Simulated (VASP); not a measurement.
Calculation: optB86b-vdW, VASP's PBE PAW potentials (set 64) (plane waves; VASP 6.6.1).

VASP input:

**POSCAR**
```
RuAl
3.0486420
  1.0000001112   0.0000000000   0.0000000000
  0.0000000000   1.0000001112   0.0000000000
  0.0000000000   0.0000000000   1.0000001112
Al Ru
1 1
Direct
  0.5000000000   0.5000000000   0.5000000000
  0.0000000000   0.0000000000   0.0000000000
```

KPOINTS:
```
Automatic mesh
0
Gamma
12 12 12
0 0 0
```

### INCAR
```
SYSTEM = RuAl
PREC = Accurate
ENCUT = 520
EDIFF = 1E-7
NELM = 100
ALGO = Normal
LREAL = .FALSE.
LASPH = .TRUE.
ISMEAR = 1
SIGMA = 0.1
GGA = MK
PARAM1 = 0.1234
PARAM2 = 1.0
LUSE_VDW = .TRUE.
AGGAC = 0.0
LMAXMIX = 4
LWAVE = .FALSE.
LCHARG = .FALSE.
ISIF = 2
```

POTCAR, in this order: Al Ru_pv (PBE.64 set). Program: vasp_std.

Output

File OUTCAR:
```
 ion  position               nearest neighbor table
   1  0.500  0.500  0.500-   2 2.64   2 2.64   2 2.64   2 2.64   2 2.64   2 2.64   2 2.64   2 2.64
  LATTYP: Found a simple cubic cell.
 ALAT       =     3.0486423390
 Subroutine PRICEL returns:
 Original cell was already a primitive cell.
 Subroutine GETGRP returns: Found 48 space group operations
The static configuration has the point symmetry O_h .
The dynamic configuration has the point symmetry O_h .
 Subroutine INISYM returns: Found 48 space group operations
 Subroutine IBZKPT returns following result:
 Found     84 irreducible k-points:

 Following reciprocal coordinates:
            Coordinates               Weight
  0.000000  0.000000  0.000000      1.000000
  0.083333  0.000000  0.000000      6.000000
  0.166667  0.000000  0.000000      6.000000
  0.250000  0.000000  0.000000      6.000000
  0.333333  0.000000  0.000000      6.000000
  0.416667  0.000000  0.000000      6.000000
  0.500000  0.000000  0.000000      3.000000
  0.083333  0.083333  0.000000     12.000000
  0.166667  0.083333  0.000000     24.000000
  0.250000  0.083333  0.000000     24.000000
  0.333333  0.083333  0.000000     24.000000
  0.416667  0.083333  0.000000     24.000000
  0.500000  0.083333  0.000000     12.000000
  0.166667  0.166667  0.000000     12.000000
  0.250000  0.166667  0.000000     24.000000
  0.333333  0.166667  0.000000     24.000000
  0.416667  0.166667  0.000000     24.000000
  0.500000  0.166667  0.000000     12.000000
  0.250000  0.250000  0.000000     12.000000
  0.333333  0.250000  0.000000     24.000000
  0.416667  0.250000  0.000000     24.000000
  0.500000  0.250000  0.000000     12.000000
  0.333333  0.333333  0.000000     12.000000
  0.416667  0.333333  0.000000     24.000000
  0.500000  0.333333  0.000000     12.000000
  0.416667  0.416667  0.000000     12.000000
  0.500000  0.416667  0.000000     12.000000
  0.500000  0.500000  0.000000      3.000000
  0.083333  0.083333  0.083333      8.000000
  0.166667  0.083333  0.083333     24.000000
  0.250000  0.083333  0.083333     24.000000
  0.333333  0.083333  0.083333     24.000000
  0.416667  0.083333  0.083333     24.000000
  0.500000  0.083333  0.083333     12.000000
  0.166667  0.166667  0.083333     24.000000
  0.250000  0.166667  0.083333     48.000000
  0.333333  0.166667  0.083333     48.000000
  0.416667  0.166667  0.083333     48.000000
  0.500000  0.166667  0.083333     24.000000
  0.250000  0.250000  0.083333     24.000000
   k-points           NKPTS =     84   k-points in BZ     NKDIM =     84   number of bands    NBANDS=     12
   number of dos      NEDOS =    301   number of ions     NIONS =      2
   total plane-waves  NPLWV =  13824
   dimension x,y,z NGX =    24 NGY =   24 NGZ =   24
   dimension x,y,z NGXF=    48 NGYF=   48 NGZF=   48
   ions per type =               1   1
   PREC   = accura    normal or accurate (medium, high low for compatibility)
   ISTART =      0    job   : 0-new  1-cont  2-samecut
   ICHARG =      2    charge: 1-file 2-atom 10-const
   ISPIN  =      1    spin polarized calculation?
   LNONCOLLINEAR =      F non collinear calculations
   LSORBIT =      F    spin-orbit coupling
   INIWAV =      1    electr: 0-lowe 1-rand  2-diag
   ENCUT  =  520.0 eV  38.22 Ry    6.18 a.u.   5.67  5.67  5.67*2*pi/ulx,y,z
   NELM   =    100;   NELMIN=  2; NELMDL= -5     # of ELM steps
   EDIFF  = 0.1E-06   stopping-criterion for ELM
   LREAL  =      F    real-space projection
   NLSPLINE    = F    spline interpolate recip. space projectors
   LMAXMIX     =    4 max onsite mixed and CHGCAR
   VOSKOWN=      0    Vosko Wilk Nusair interpolation
...
```

### OSZICAR
```
       N       E                     dE             d eps       ncg     rms          rms(c)
DAV:   1     0.117634174347E+03    0.11763E+03   -0.94046E+03  2032   0.131E+03
DAV:   2    -0.836812373004E+01   -0.12600E+03   -0.12101E+03  2200   0.345E+02
DAV:   3    -0.106985320460E+02   -0.23304E+01   -0.22604E+01  2400   0.482E+01
DAV:   4    -0.107216798164E+02   -0.23148E-01   -0.23142E-01  2296   0.489E+00
DAV:   5    -0.107223028195E+02   -0.62300E-03   -0.62299E-03  2480   0.680E-01    0.109E+01
DAV:   6    -0.101952393725E+02    0.52706E+00   -0.36761E+00  2140   0.216E+01    0.232E+00
DAV:   7    -0.101091327929E+02    0.86107E-01   -0.34108E-01  2152   0.683E+00    0.187E+00
DAV:   8    -0.100942108902E+02    0.14922E-01   -0.20360E-02  2144   0.148E+00    0.183E-01
DAV:   9    -0.100941066433E+02    0.10425E-03   -0.28249E-04  2384   0.159E-01    0.115E-01
DAV:  10    -0.100941065495E+02    0.93816E-07   -0.39557E-05  2440   0.824E-02    0.869E-03
DAV:  11    -0.100941059583E+02    0.59119E-06   -0.17768E-06  2400   0.169E-02    0.389E-03
DAV:  12    -0.100941054297E+02    0.52860E-06   -0.12159E-07  1444   0.341E-03    0.589E-04
DAV:  13    -0.100941054613E+02   -0.31610E-07   -0.11113E-08  1084   0.989E-04
   1 F= -.10094105E+02 E0= -.10094053E+02  d E =-.157398E-03
```

**OUTCAR**
```
------------------------ aborting loop because EDIFF is reached ----------------------------------------
  FORCE on cell =-STRESS in cart. coord.  units (eV):
  Direction    XX          YY          ZZ          XY          YZ          ZX
  --------------------------------------------------------------------------------------
  Total       -1.9336421     -1.9336421     -1.9336421      0.0000000     -0.0000000     -0.0000000
  in kB     -109.3370233   -109.3370233   -109.3370233      0.0000000     -0.0000000     -0.0000000
  external PRESSURE =    -109.3370233 kB  Pullay stress =       0.0000000 kB
  volume of cell :       28.33
      direct lattice vectors                 reciprocal lattice vectors
     3.048642339  0.000000000  0.000000000     0.328014863  0.000000000  0.000000000
     0.000000000  3.048642339  0.000000000     0.000000000  0.328014863  0.000000000
     0.000000000  0.000000000  3.048642339     0.000000000  0.000000000  0.328014863
 POSITION                                       TOTAL-FORCE (eV/Angst)
 -----------------------------------------------------------------------------------
      1.52432      1.52432      1.52432         0.000000      0.000000      0.000000
      0.00000      0.00000      0.00000         0.000000      0.000000      0.000000
 -----------------------------------------------------------------------------------
    total drift:                                0.000000      0.000000      0.000000
  FREE ENERGIE OF THE ION-ELECTRON SYSTEM (eV)
  ---------------------------------------------------
  free  energy   TOTEN  =       -10.0941054613 eV

  energy  without entropy=      -10.0939480631  energy(sigma->0) =      -10.09405300
```
(Selected blocks of OUTCAR.)

The compound is RuAl in the CsCl type structure. This cell is one point of a volume scan, at 1.06 of the reference volume. The electron count is odd and the run is not spin-polarised, which forces a metal.
